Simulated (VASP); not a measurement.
Input:

```yaml
crystal:
  lattice:
    - [1.39043, -2.37023, 0.00000]
    - [1.39043, 2.37023, 0.00000]
    - [0.00000, 0.00000, 4.51287]
  atoms:
    - { symbol: Tc, position: [0.33333, 0.66667, 0.25000] }
    - { symbol: Tc, position: [0.69333, 0.35999, 0.75000] }
```

The numbers are results of PBE GGA, VASP's PBE PAW potentials (set 64) (plane waves; VASP 6.6.1), not measurements. Run with 400 eV cut-off, 14×14×7 Γ-centred mesh, Gaussian smearing of 0.20 eV, potentials Tc_pv.

Question: Estimate the energy per atom (σ→0), pressure, largest force, band gap (on the k-mesh) with the smallest direct gap where there is one.

Answer: 
```
Item                                                        Result
------------------------  ----------------------------------------
band gap (on the k-mesh)  none (metal, semimetal or under 0.01 eV)
energy per atom (σ→0)                              -10329 meV/atom
pressure                                                -96.9 kbar
largest force                                           0.215 eV/Å
```

The compound is Tc in the hcp structure. The cell was not relaxed at this level, atoms are displaced from their ideal sites. The run is one of a series of settings (ISMEAR = 0, SIGMA = 0.2 against the base run), some of them coarse on purpose.
